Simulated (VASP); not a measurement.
These are PBEsol GGA, VASP's PBE PAW potentials (set 64) (plane waves; VASP) values and carry that method's errors.

VASP input:

File POSCAR:
```
LiF
3.9223490
  0.0000000000   0.5000000558   0.5000000558
  0.5000000558   0.0000000000   0.5000000558
  0.5000000558   0.5000000558   0.0000000000
Li F
1 1
Direct
  0.0000000000   0.0000000000   0.0000000000
  0.5000000000   0.5000000000   0.5000000000
```

INCAR:
```
! general
SYSTEM = LiF
PREC   = Accurate
ENCUT  = 520
LREAL  = .FALSE.
LASPH  = .TRUE.

! electronic loop
EDIFF  = 1E-7
NELM   = 100
ALGO   = Normal

! smearing
ISMEAR = 0
SIGMA  = 0.05

! functional
GGA    = PS

! ions
ISIF   = 2

! output
LWAVE  = .FALSE.
LCHARG = .FALSE.
```

**KPOINTS**
```
Automatic mesh
0
Gamma
11 11 11
```

POTCAR, in this order: Li_sv F (PBE.64 set). Program: vasp_std.

Predict the energy per atom (σ→0), pressure, band gap (on the k-mesh).

```
Quantity                           Value
------------------------  --------------
energy per atom (σ→0)     -4.917 eV/atom
band gap (on the k-mesh)         9.65 eV
pressure                        5.18 GPa
```

### OSZICAR
```
...
DAV:   7    -0.983171438483E+01    0.18217E-02   -0.18368E-02  1393   0.152E+00    0.818E-01
DAV:   8    -0.983392564507E+01   -0.22113E-02   -0.11738E-02  1390   0.150E+00    0.906E-02
DAV:   9    -0.983398820236E+01   -0.62557E-04   -0.87805E-04  1106   0.329E-01    0.401E-02
DAV:  10    -0.983401843101E+01   -0.30229E-04   -0.10404E-04  1145   0.993E-02    0.528E-03
DAV:  11    -0.983401889986E+01   -0.46884E-06   -0.24057E-06  1334   0.207E-02    0.191E-03
DAV:  12    -0.983401907183E+01   -0.17197E-06   -0.44598E-07  1148   0.765E-03    0.848E-04
DAV:  13    -0.983401903688E+01    0.34945E-07   -0.45975E-08   634   0.229E-03
   1 F= -.98340190E+01 E0= -.98340190E+01  d E =-.831341E-20
```

The compound is LiF in the rock salt structure. This cell is one point of a volume scan, at 0.94 of the reference volume.
